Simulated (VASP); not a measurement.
Here is the system:

```
CELL_PARAMETERS angstrom
      6.69155     0.00000     0.00000
      0.00000     6.69155     0.00000
      0.00000     0.00000     6.69155
ATOMIC_POSITIONS crystal
  Ba 0.62500 0.37500 0.87500
  Ba 0.37500 0.87500 0.62500
  Ba 0.87500 0.62500 0.37500
  Ba 0.12500 0.12500 0.12500
  Si 0.83173 0.83173 0.83173
  Si 0.91827 0.08173 0.58173
  Si 0.66827 0.16827 0.33173
  Si 0.58173 0.91827 0.08173
  Si 0.33173 0.66827 0.16827
  Si 0.41827 0.41827 0.41827
  Si 0.16827 0.33173 0.66827
  Si 0.08173 0.58173 0.91827
```

Method: PBEsol GGA, VASP's PBE PAW potentials (set 64) (plane waves; VASP). Settings: 400 eV cut-off, Gaussian smearing of 0.050 eV, potentials Ba_sv Si.

Unless said otherwise, spin-orbit coupling is left out, though it shifts the bands of the heavy elements here.

Question: What does the run give for the band gap (along the path) with the smallest direct gap where there is one?

Answer: 
| Property | Result |
|---|---|
| band gap (along the path) | 0.01 eV |
| smallest direct gap (along the path) | 0.03 eV |

The structure comes from a computed database's BaSi2 entry (P4_332); how it stands against other phases isn't given here. It was relaxed first.
